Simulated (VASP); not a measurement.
```
CELL_PARAMETERS angstrom
      4.05921     0.00000     0.00000
     -2.02961     3.51538     0.00000
      0.00000     0.00000     6.69263
ATOMIC_POSITIONS crystal
  Cd 0.00000 0.00000 0.00000
  Cd 0.00000 0.00000 0.50000
  Se 0.33333 0.66667 0.25000
  Se 0.66667 0.33333 0.75000
```

Calculation: PBE GGA, VASP's PBE PAW potentials (set 64) (plane waves; VASP 6.6.1). Run with 400 eV cut-off, 9×9×5 Γ-centred mesh, first-order Methfessel-Paxton smearing of 0.10 eV, potentials Cd Se.

Q: Estimate the energy per atom (σ→0), band gap (on the k-mesh) with the smallest direct gap where there is one.

A: 
* **band gap (on the k-mesh)**: none (metal, semimetal or under 0.01 eV)
* **energy per atom (σ→0)**: -2.575 eV/atom

The structure was generated: CdSe was put into the NiAs type type (P6_3/mmc), which need not be its known phase. It was relaxed first, which changed the volume by +7 %. The start is the result of an earlier pass.
